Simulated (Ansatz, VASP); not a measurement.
# InF3: VASP beside Ansatz

One calculation is typed for both programs; each brings its own data sets. How far apart do they land? The cell is taken from a series of runs on this material, whose earlier steps may have relaxed, scaled, displaced or heated it; both programs get it as it stands.

Method: plane waves, with VASP 6.6.1 beside it; single point at LDA, single point at r2SCAN and single point at LDA, spin-orbit coupling, in Ansatz 0.2.0.

### 1. The starting structure

It takes space group R-3c (No. 167, trigonal). Conventional cell: a = 5.204 Å, b = 5.204 Å, c = 14.723 Å, α = 90.00°, β = 90.00°, γ = 120.00°. Nearest to In lie 6 F at 2.08 Å. F has 2 In at 2.08 Å nearest. Farther neighbours and most contacts between anions are not listed.

Structure file:

```xyz
8
Lattice="2.6021 1.5023 4.9075 -2.6021 1.5023 4.9075 0.0000 -3.0047 4.9075" Properties=species:S:1:pos:R:3 pbc="T T T"
In    0.0000    0.0000    7.3613
In    2.6021    1.5023    4.9075
F    -0.9219    1.4079    6.1344
F     1.6802    0.0945    6.1344
F     0.7583    1.5023    8.5881
F    -1.6802   -0.0945    8.5881
F     0.9219   -1.4079    8.5881
F    -0.7583   -1.5023    6.1344
```

### 2. VASP: single point, LDA

With cell and atoms fixed, the geometry can't cause a difference; cores, projectors, grids and the points listed under the comparison can.

Lines of VASP's logs that name or quote its potential files are left out, and so is its time.

Input file INCAR:

```
SYSTEM = InF3
PREC = Accurate
ENCUT = 520
EDIFF = 1E-06
NELM = 120
ISMEAR = -1
SIGMA = 0.02
LREAL = .FALSE.
ALGO = Normal
GGA = PW92
NBANDS = 42
LORBIT = 11
LWAVE = .FALSE.
LCHARG = .FALSE.
ISIF = 2
LASPH = .TRUE.
GGA_COMPAT = .FALSE.
EFERMI = MIDGAP
KPAR = 2
```

Input file POSCAR:

```
InF3
1.0
    2.6021411829      1.5023469124      4.9075061345
   -2.6021411829      1.5023469124      4.9075061345
    0.0000000000     -3.0046938249      4.9075061345
In F
2 6
Direct
    0.5000000000      0.5000000000      0.5000000000
    1.0000000000      0.0000000000      0.0000000000
    0.3957092200      0.7500000000      0.1042907800
    0.7500000000      0.1042907800      0.3957092200
    0.8957092200      0.6042907800      0.2500000000
    0.2500000000      0.8957092200      0.6042907800
    0.6042907800      0.2500000000      0.8957092200
    0.1042907800      0.3957092200      0.7500000000
```

Input file KPOINTS:

```
Automatic mesh
0
Gamma
6 6 6
0 0 0
```

Potentials, in the order of the species: In_d and F (LDA family, release 64).

Command:

```bash
mpirun -np 2 vasp_std
```

Numbers of over 12 decimals in the logs are rounded to 6 here.

What it wrote:

```text
[banner, memory and clock lines left out]
running    2 mpi-ranks, on    1 nodes
 distrk:  each k-point on    1 cores,    2 groups
 distr:  one band on    1 cores,    1 groups

 POSCAR found type information on POSCAR InF
 POSCAR found :  2 types and       8 ions
|                                                                             |
|               ----> ADVICE to this user running VASP <----                  |
|                                                                             |
|     You enforced a specific xc type in the INCAR file but a different       |
|     [... a line on the potential file left out ...]
|     I HOPE YOU KNOW WHAT YOU ARE DOING!                                     |
|                                                                             |

 LDA part: xc-table for (Slater(with rela. corr.)+PW92), standard interpolation
 POSCAR, INCAR and KPOINTS ok, starting setup
 FFT: planning ... GRIDC
 FFT: planning ... GRID_SOFT
 FFT: planning ... GRID
 WAVECAR not read
 entering main loop
       N       E                     dE             d eps       ncg     rms          rms(c)
DAV:   1     0.967517877646E+03    0.96752E+03   -0.33619E+04  2712   0.204E+03
DAV:   2     0.958058852932E+02   -0.87171E+03   -0.83093E+03  3136   0.566E+02
DAV:   3    -0.370866400082E+02   -0.13289E+03   -0.13101E+03  2766   0.232E+02
DAV:   4    -0.444456961382E+02   -0.73591E+01   -0.72918E+01  3448   0.593E+01
DAV:   5    -0.447256232298E+02   -0.27993E+00   -0.27965E+00  3648   0.114E+01    0.160E+01
DAV:   6    -0.405351266539E+02    0.41905E+01   -0.14358E+01  4226   0.471E+01    0.112E+01
DAV:   7    -0.404248068080E+02    0.11032E+00   -0.93491E-01  3044   0.611E+00    0.336E+00
DAV:   8    -0.403461295158E+02    0.78677E-01   -0.81736E-02  4022   0.254E+00    0.124E+00
DAV:   9    -0.403258616433E+02    0.20268E-01   -0.23479E-02  4240   0.219E+00    0.117E-01
DAV:  10    -0.403264363753E+02   -0.57473E-03   -0.63108E-03  3434   0.603E-01    0.194E-01
DAV:  11    -0.403264122644E+02    0.24111E-04   -0.20169E-04  4486   0.144E-01    0.125E-01
DAV:  12    -0.403264139161E+02   -0.16517E-05   -0.23227E-05  4040   0.451E-02    0.560E-02
DAV:  13    -0.403264127412E+02    0.11748E-05   -0.62070E-06  3106   0.189E-02    0.107E-02
DAV:  14    -0.403264127908E+02   -0.49595E-07   -0.32791E-07  1748   0.432E-03
   1 F= -.40326413E+02 E0= -.40326413E+02  d E =0.000000E+00
```

Parts of OUTCAR (step 2):

```text
ion  position               nearest neighbor table
   1  0.500  0.500  0.500-   4 2.08   6 2.08   5 2.08   8 2.08   7 2.08   3 2.08   2 3.88   2 3.88
                             2 3.88   2 3.88   2 3.88   2 3.88
   2  0.000  0.000  0.000-   3 2.08   7 2.08   5 2.08   8 2.08   4 2.08   6 2.08   1 3.88   1 3.88
                             1 3.88   1 3.88   1 3.88   1 3.88
   3  0.396  0.750  0.104-   2 2.08   1 2.08
   4  0.750  0.104  0.396-   1 2.08   2 2.08
   5  0.896  0.604  0.250-   1 2.08   2 2.08
   6  0.250  0.896  0.604-   1 2.08   2 2.08
   7  0.604  0.250  0.896-   2 2.08   1 2.08
   8  0.104  0.396  0.750-   1 2.08   2 2.08

  LATTYP: Found a trigonal (rhomboedric) cell.
 ALAT       =     5.7542854848
 COS(alpha) =     0.5910135697

 Subroutine GETGRP returns: Found 12 space group operations
 (whereof  6 operations were pure point group operations)

The static configuration has the point symmetry S_6 .
 The point group associated with its full space group is D_3d.

 Found     32 irreducible k-points:

   k-points           NKPTS =     32   k-points in BZ     NKDIM =     32   number of bands    NBANDS=     42

   dimension x,y,z NGX =    48 NGY =   48 NGZ =   48
   dimension x,y,z NGXF=    96 NGYF=   96 NGZF=   96

   ENCUT  =  520.0 eV  38.22 Ry    6.18 a.u.  10.70 10.70 10.70*2*pi/ulx,y,z

   NELECT =      68.0000    total number of electrons

 k-points in reciprocal lattice and weights: Automatic mesh
   0.00000000  0.00000000  0.00000000       0.005
   0.16666667  0.00000000 -0.00000000       0.028
   0.33333333  0.00000000 -0.00000000       0.028
   0.50000000  0.00000000  0.00000000       0.014
   0.16666667  0.16666667 -0.00000000       0.028
   0.33333333  0.16666667  0.00000000       0.056
   0.50000000  0.16666667 -0.00000000       0.056
  -0.33333333  0.16666667  0.00000000       0.056
  -0.16666667  0.16666667  0.00000000       0.028
[...]
-0.33333333  0.50000000  0.33333333       0.028
   0.50000000  0.50000000  0.50000000       0.005

 average (electrostatic) potential at core
       1 -97.7572       2 -97.7572       3 -76.9625       4 -76.9625       5 -76.9625
       6 -76.9625       7 -76.9625       8 -76.9625

 E-fermi :   0.7121

 k-point     1 :       0.0000    0.0000    0.0000
  band No.  band energies     occupation
    ...
     30      -1.4978      2.00000
     31      -1.4839      2.00000
     32      -1.4839      2.00000
     33      -1.3273      2.00000
     34      -1.3273      2.00000
     35       2.7174      0.00000
     36       8.1797      0.00000
     37       9.0921      0.00000
     38      10.2007      0.00000
     39      10.2007      0.00000
    ...

 k-point     2 :       0.1667    0.0000   -0.0000
  band No.  band energies     occupation
    ...
     30      -1.5593      2.00000
     31      -1.5228      2.00000
     32      -1.5146      2.00000
     33      -1.3937      2.00000
     34      -1.3364      2.00000
     35       3.1389      0.00000
     36       7.6435      0.00000
     37       9.4119      0.00000
     38       9.8388      0.00000
     39      10.3131      0.00000
    ...

 k-point     3 :       0.3333    0.0000   -0.0000
  band No.  band energies     occupation
    ...
     30      -1.6558      2.00000
     31      -1.6233      2.00000
     32      -1.5581      2.00000
     33      -1.4229      2.00000
     34      -1.3791      2.00000
     35       4.1347      0.00000
     36       6.5660      0.00000
     37       9.5392      0.00000
     38      10.0188      0.00000
     39      10.1962      0.00000
    ...

  Total       -2.6575642     -2.6575642     -2.9059999      0.0000000      0.0000000      0.0000000
  in kB      -36.9897300    -36.9897301    -40.4476214      0.0000000      0.0000000      0.0000000
  external PRESSURE =     -38.1423605 kB  Pullay stress =       0.0000000 kB

  energy-cutoff  :      520.00
  volume of cell :      115.11
      direct lattice vectors                 reciprocal lattice vectors
     2.602141183  1.502346912  4.907506135     0.192149451  0.110937537  0.067923162
    -2.602141183  1.502346912  4.907506135    -0.192149451  0.110937537  0.067923162
     0.000000000 -3.004693825  4.907506135     0.000000000 -0.221875075  0.067923162

 POSITION                                       TOTAL-FORCE (eV/Angst)
 -----------------------------------------------------------------------------------
      0.00000     -0.00000      7.36126         0.000000     -0.000000      0.000000
      0.00000      0.00000      0.00000         0.000000     -0.000000      0.000000
     -0.92191      1.40789      6.13438        -0.083999     -0.145490      0.000000
      1.68023      0.09446      6.13438        -0.083999      0.145490      0.000000
      0.75831      1.50235      8.58814        -0.167998     -0.000000     -0.000000
     -1.68023     -0.09446      8.58814         0.083999     -0.145490      0.000000
      0.92191     -1.40789      8.58814         0.083999      0.145490      0.000000
     -0.75831     -1.50235      6.13438         0.167998     -0.000000     -0.000000
 -----------------------------------------------------------------------------------
    total drift:                               -0.000000     -0.000000      0.000000

  FREE ENERGIE OF THE ION-ELECTRON SYSTEM (eV)
  ---------------------------------------------------
  free  energy   TOTEN  =       -40.3264127908 eV

  energy  without entropy=      -40.3264127908  energy(sigma->0) =      -40.32641279

 total charge
# of ion       s       p       d       tot
------------------------------------------
    1        0.560   0.600  10.104  11.264
    2        0.560   0.600  10.104  11.264
    3        1.728   4.335   0.000   6.063
    4        1.728   4.335   0.000   6.063
    5        1.728   4.335   0.000   6.063
    6        1.728   4.335   0.000   6.063
    7        1.728   4.335   0.000   6.063
    8        1.728   4.335   0.000   6.063
--------------------------------------------------
tot         11.490  27.208  20.208  58.906

[... 3 further parts left out ...]
```

The run ends at a pressure of -3.81 GPa, with forces up to 0.17 eV/Å.

### 3. Ansatz: single point, LDA

Ansatz runs on its default PAW (the set named soft_2) files.

The same cell, functional (in two slightly different forms), mesh and smearing now go to Ansatz, which takes its cutoff from its data sets.

Input file input.yaml:

```yaml
crystal:
  lattice:
    - [2.6021411829, 1.5023469124, 4.9075061345]
    - [-2.6021411829, 1.5023469124, 4.9075061345]
    - [0.0, -3.0046938249, 4.9075061345]
  atoms:
    - { symbol: In, position: [0.5, 0.5, 0.5] }
    - { symbol: In, position: [0.0, 0.0, 0.0] }
    - { symbol: F, position: [0.39570922, 0.75, 0.10429078] }
    - { symbol: F, position: [0.75, 0.10429078, 0.39570922] }
    - { symbol: F, position: [0.89570922, 0.60429078, 0.25] }
    - { symbol: F, position: [0.25, 0.89570922, 0.60429078] }
    - { symbol: F, position: [0.60429078, 0.25, 0.89570922] }
    - { symbol: F, position: [0.10429078, 0.39570922, 0.75] }
kpoints:
  mp_grid: { grid: [6, 6, 6] }
  band_path:
    path:
      - [[0.0, 0.0, 0.0], [0.5, 0.5, 0.5], [0.77085528, 0.22914472, 0.5]]
      - [[0.5, -0.22914472, 0.22914472], [0.5, 0.0, 0.0], [0.0, 0.0, 0.0], [0.36457236, -0.36457236, 0.0]]
      - [[0.63542764, 0.0, 0.36457236], [0.5, 0.0, 0.5], [0.0, 0.0, 0.0]]
    npoints: 10
hamiltonian:
  xc: lda
scf:
  occupations: { method: fermi_dirac, width: 0.02 }
  n_extra_bands: 6
output:
  eigenvalues: true
  write_density: true
  write_potential: true
  elf: true
  volumetric_format: npy
```

Command:

```bash
ansatz run input.yaml --threads 3 --pin off --max-ram 92160MiB --backend cuda --devices 1 --max-vram 13GiB --events-out ev --progress --plain --runs-dir out
```

What it wrote:

```text
scf.n_extra_bands = 6 over 34 filled bands (N_el = 68.0): the run solves 40 bands
GPUs: using 1 of 1 available (devices: 1).
Engine: ansatz 0.2.0, x86_64-unknown-linux-gnu
Pseudopotentials: kind: paw
Pseudopotential: In, paw, valence charge 13, recommended cutoff 420 eV (normal), In.paw.azcp
Pseudopotential: F, paw, valence charge 7, recommended cutoff 420 eV (normal), F.paw.azcp
Functional definition: SPW92
  exchange = slater_x
  correlation = pw_c
device memory: the entry about to start is reckoned to put 2.3 GiB on a device that reports 33.2 GiB free (of which the cap on the GPU budget leaves the run 13.0 GiB)
GPU FFT provider: cuFFT
GPU libraries: cuBLAS 13.8.2, cuFFT 12.4.0, cuSOLVER 12.3.4
Crystal: 8 atoms, lattice volume = 115.110 Å³
Basis set: ecut = 420 eV, 2249 PW (Γ)
Bands: 40, of which v1, the nominal top of the filled ones, is band 34 counted from 1 (33 counted from 0)
Symmetry: 12 space group operations
Space group: R-3c (ITA 167), of the structure as read, at distance tolerance 4.9e-5 Å
k-points: 32 of 216
Non-local potential: In, projectors of the file, l = 0: 2, l = 1: 2, l = 2: 2, l = 3: 2
Non-local potential: F, projectors of the file, l = 0: 2, l = 1: 2, l = 2: 1
PAW form: soft (Blöchl's): semilocal exchange-correlation on the pseudo side does not see the compensation charge
PAW frozen core: In, regenerated for the run's functional, and the local potential with it (the file was generated under x = pbe(κ = 0.804, μ = 0.219515), c = pbe(β = 0.066725))
PAW frozen core: F, regenerated for the run's functional, and the local potential with it (the file was generated under x = pbe(κ = 0.804, μ = 0.219515), c = pbe(β = 0.066725))
PAW one-centre angular grid: In, 590 points (default); XC on 64 Gauss nodes
PAW one-centre angular grid: F, 110 points (default); XC on 64 Gauss nodes
Initial density: superposition of atomic densities (neutral atoms: chi_scale 0, normalization atom), corrected by the library's trained network
Initial wavefunctions: pseudopotential atomic-orbital guess
GPU buffer pool allocated for 64000 grid points (all kernels)
GPU transforms: local potential and band sums: pruned to the plane-wave sphere, on 40×40×40
Functional: x = slater, c = lda
SCF iter   1: F=—  HF=-15679.966139 eV  |F-HF|=—  |Δ(HF+E_count)|=         —  Δρ=2.04e-2  dr2=3.33e-1  ethr=1.77e-3  ⟨swp⟩=6.7  Hψ=5161  notcnv=0
preconditioner: auto → Resta (q_TF=auto, 2.499 Å⁻¹)  ε∞=3.9  [insulator: Δε(μ)=3.795 eV  Ē_g=16.863 eV  σ=0.020 eV  W_gap=1.00  n_scr=26 (ndim 8)  ℏωp=28.5 eV  f_vac=0.174  D(μ)=0.00/eV (n_scr^D=0)  ε∞_Penn≈3.9]
SCF iter   2: F=—  HF=-15679.867734 eV  |F-HF|=—  |Δ(HF+E_count)|=   9.84e-2  Δρ=4.93e-3  dr2=1.04e-2  ethr=4.89e-4  ⟨swp⟩=2.0  Hψ=2149  notcnv=0  defer=64
SCF iter   3: F=—  HF=-15679.864564 eV  |F-HF|=—  |Δ(HF+E_count)|=   3.17e-3  Δρ=1.93e-3  dr2=2.62e-3  ethr=1.53e-5  ⟨swp⟩=2.0  Hψ=2233  notcnv=0  defer=64
SCF iter   4: F=—  HF=-15679.863992 eV  |F-HF|=—  |Δ(HF+E_count)|=   5.73e-4  Δρ=6.30e-4  dr2=3.19e-4  ethr=3.86e-6  ⟨swp⟩=1.0  Hψ=1216  notcnv=0  defer=64
SCF iter   5: F=—  HF=-15679.864059 eV  |F-HF|=—  |Δ(HF+E_count)|=   6.75e-5  Δρ=9.04e-5  dr2=9.52e-6  ethr=4.69e-7  ⟨swp⟩=2.2  Hψ=1580  notcnv=0  defer=64
SCF iter   6: F=—  HF=-15679.863828 eV  |F-HF|=—  |Δ(HF+E_count)|=   2.31e-4  Δρ=9.92e-6  dr2=1.94e-7  ethr=1.40e-8  ⟨swp⟩=2.8  Hψ=2162  notcnv=0  defer=64
SCF iter   7: F=-15679.863828 eV  HF=-15679.863828 eV  |F-HF|=1.49e-9  |Δ(HF+E_count)|=   2.56e-8  Δρ=2.89e-6  dr2=1.01e-8  ethr=1.47e-10  ⟨swp⟩=8.2  Hψ=3510  notcnv=0
SCF 1 converged in 7 iterations: F = -15679.863828 eV  dr2 = 1.01e-8
  greatest PAW one-centre occupation: 0.993 electrons in one spin orbital (limit 2), on the In atom at site 1 (counted from 0), in its partial waves of l = 2
device memory: the entry about to start is reckoned to put 2.3 GiB on a device that reports 30.5 GiB free (of which the cap on the GPU budget leaves the run 13.0 GiB)
NSCF: frozen V_eff on 73 k-points
SCF converged after 7 iterations
Free energy (F): -15679.863828 eV
Harris-Foulkes:  -15679.863828 eV  (|F-HF|=1.49e-9)
Internal energy: -15679.863828 eV  (E = F + TS)
E sigma→0 (E₀):  -15679.863828 eV
Fermi energy:    3.244714 eV
--- Per-component energies (eV) ---
  E_band       = -404.695329
  E_kinetic    = 1718.627671
  E_local      = -6290.708364  (includes V_loc(G=0)·N_el)
  E_nonlocal   = 1205.903835
  E_hartree    = 2396.045064
  E_xc         = -885.475208
  E_vxc        = -796.782062  (∫ρ·V_xc dr)
  E_paw        = -9172.523430  (= ΣΔE_a)
  E_vpaw       = -1033.846209  (= ΣTr[D̂ρ^β])
  E_aug_tail   = 0.012177  (compensation charges beyond the density's cutoff)
  E_ewald      = -4652.994155
  E_core_change = 1.248583  (= ΣΔE_core)
  E_smearing   = -0.000000  (= −TS)
  E_closure    = 0.000000  (closes the sum)
  Σ components = -15679.863828   (vs F -15679.863828, Δ=0.00e0)
--- Band table (eV; the first three rows and the last of 32) ---
  k-point 0: bands = [... 30 lower, 1.0245, 1.0245, 1.1790, 1.1790, 5.2268, 10.6602, 11.6223, 12.7246, ... 2 higher]
  k-point 1: bands = [... 30 lower, 0.9861, 0.9975, 1.1126, 1.1692, 5.6467, 10.1316, 11.9399, 12.3570, ... 2 higher]
  k-point 2: bands = [... 30 lower, 0.8880, 0.9500, 1.0842, 1.1269, 6.6391, 9.0612, 12.0547, 12.5418, ... 2 higher]
  k-point 31: bands = [... 30 lower, 1.0878, 1.0878, 1.0878, 1.0878, 7.6510, 7.6510, 12.9091, 12.9091, ... 2 higher]
```

### 4. Comparison

Known differences besides the potentials themselves: the cutoff is 420 eV in Ansatz and 520 eV in VASP; VASP's log shows a relativistic correction to its local exchange, Ansatz's none. Total energies have different zeros and are not compared.

Compared:

| quantity | Ansatz | VASP | difference |
| --- | --- | --- | --- |
| gap on the k mesh (eV) | 4.013 | 4.011 | +0.003 |

A gap on the mesh is an upper bound, since the band edges may lie between its points.

### 5. VASP: single point, r2SCAN

With cell and atoms fixed, the geometry can't cause a difference; cores, projectors, grids and the points listed under the comparison can.

Input file INCAR:

```
SYSTEM = InF3
PREC = Accurate
ENCUT = 580
EDIFF = 1E-06
NELM = 120
ISMEAR = 0
SIGMA = 0.01
LREAL = .FALSE.
ALGO = Normal
METAGGA = R2SCAN
LASPH = .TRUE.
NBANDS = 42
LORBIT = 11
LWAVE = .FALSE.
LCHARG = .FALSE.
ISIF = 2
GGA_COMPAT = .FALSE.
EFERMI = MIDGAP
LMIXTAU = .TRUE.
KPAR = 2
```

POSCAR is that of step 2.

KPOINTS is that of step 2.

The projector-augmented-wave data sets are In_d and F (PBE family, release 64).

Command:

```bash
mpirun -np 2 vasp_std
```

What it wrote:

```text
[banner, memory and clock lines left out]
running    2 mpi-ranks, on    1 nodes
[...]
[... a notice as in an earlier step ...]

 LDA part: xc-table for (None), standard interpolation
 POSCAR, INCAR and KPOINTS ok, starting setup
[...]
entering main loop
       N       E                     dE             d eps       ncg     rms          rms(c)
DAV:   1     0.982909989662E+03    0.98291E+03   -0.36337E+04  2706   0.222E+03
DAV:   2     0.460819140830E+02   -0.93683E+03   -0.89472E+03  3128   0.608E+02
DAV:   3    -0.100476776213E+03   -0.14656E+03   -0.14421E+03  2796   0.247E+02
DAV:   4    -0.108438222988E+03   -0.79614E+01   -0.78796E+01  3374   0.625E+01
[...]
DAV:  21    -0.859960788394E+02   -0.16261E-03   -0.74078E-05  2798   0.658E-02    0.173E-02
DAV:  22    -0.859962176251E+02   -0.13879E-03   -0.31688E-05  2886   0.484E-02    0.947E-03
DAV:  23    -0.859962173803E+02    0.24482E-06   -0.16118E-06  2400   0.112E-02
   1 F= -.85996217E+02 E0= -.85996217E+02  d E =0.000000E+00
```

From OUTCAR (step 5):

```text
  Total        0.0758638      0.0758638      0.1171441      0.0000000     -0.0000000     -0.0000000
  in kB        1.0559221      1.0559221      1.6304890      0.0000000     -0.0000000     -0.0000000
  external PRESSURE =       1.2474444 kB  Pullay stress =       0.0000000 kB

 POSITION                                       TOTAL-FORCE (eV/Angst)
 -----------------------------------------------------------------------------------
      0.00000     -0.00000      7.36126         0.000000     -0.000000      0.000000
      0.00000      0.00000      0.00000         0.000000     -0.000000      0.000000
     -0.92191      1.40789      6.13438        -0.005700     -0.009873      0.000000
      1.68023      0.09446      6.13438        -0.005700      0.009873      0.000000
      0.75831      1.50235      8.58814        -0.011401     -0.000000      0.000000
     -1.68023     -0.09446      8.58814         0.005700     -0.009873      0.000000
      0.92191     -1.40789      8.58814         0.005700      0.009873      0.000000
     -0.75831     -1.50235      6.13438         0.011401     -0.000000     -0.000000
 -----------------------------------------------------------------------------------
    total drift:                               -0.000000     -0.000000      0.000000

  FREE ENERGIE OF THE ION-ELECTRON SYSTEM (eV)
  ---------------------------------------------------
  free  energy   TOTEN  =       -85.9962173803 eV

  energy  without entropy=      -85.9962173803  energy(sigma->0) =      -85.99621738

[... 1 part as in an earlier step ...]

[... 2 further parts left out ...]
[key lines of the parts left out:]
E-fermi :   1.0122
```

The PAW data sets were made with PBE, which is usual practice but a small mismatch for other functionals.

(Continued in part 2 of 2.)

[Lines on the potential files, build, host, timing and source positions are cut from VASP's logs without a mark.]

[Logs are printed without paths, hosts, clocks, repeated set-up lines and the standing remarks that a program may print on its own settings, such as how far it seeks lower states.]

[Hosts, paths, dates, database ids (printed as entryN), source tags and the programs' standing remarks are cut or masked in the printed files.]
